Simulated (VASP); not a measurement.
The input files of a VASP run:

**INCAR**
```
! general
SYSTEM = Ca
PREC   = Accurate
ENCUT  = 520
LREAL  = .FALSE.
LASPH  = .TRUE.

! electronic loop
EDIFF  = 1E-7
NELM   = 100
ALGO   = Normal

! smearing
ISMEAR = 1
SIGMA  = 0.1

! functional
GGA    = PE
IVDW   = 11

! ions
ISIF   = 2

! output
LWAVE  = .FALSE.
LCHARG = .FALSE.
```

**KPOINTS**
```
Automatic mesh
0
Gamma
12 12 12
0 0 0
```

File POSCAR:
```
Ca
1
    0.0000000000     2.6898580544     2.6898580544
    2.6898580544     0.0000000000     2.6898580544
    2.6898580544     2.6898580544     0.0000000000
Ca
1
Direct
  0.0000000000   0.0000000000   0.0000000000
```

POTCAR, in this order: Ca_sv (PBE.64 set). Program: vasp_std.

Write an equivalent input for Quantum ESPRESSO's pw.x.

One equivalent input (not run):
```
&CONTROL
  calculation = 'scf'
  pseudo_dir = './pseudo'
  outdir = './out'
  tprnfor = .true.
  tstress = .true.
/
&SYSTEM
  ibrav = 0
  nat = 1
  ntyp = 1
  ecutwfc = 68
  occupations = 'smearing'
  smearing = 'methfessel-paxton'
  degauss = 0.00735
  input_dft = 'pbe'
  vdw_corr = 'grimme-d3'
  dftd3_version = 3
  dftd3_threebody = .false.
/
&ELECTRONS
  conv_thr = 7.3e-09
  electron_maxstep = 100
/
ATOMIC_SPECIES
  Ca 40.078 Ca.upf
CELL_PARAMETERS angstrom
     0.0000000    2.6898581    2.6898581
     2.6898581    0.0000000    2.6898581
     2.6898581    2.6898581    0.0000000
ATOMIC_POSITIONS crystal
  Ca   0.0000000  0.0000000  0.0000000
K_POINTS automatic
  12 12 12 0 0 0
```
Limits of the translation: the potentials are each code's own (VASP's PAW set, PseudoDojo norm-conserving files in pw.x), so ENCUT and ecutwfc are chosen apart and not converted; conv_thr bounds pw.x's estimated SCF error, while EDIFF bounds the energy change between steps.

The compound is Ca in the fcc structure. This cell is one point of a volume scan, at 0.94 of the reference volume.
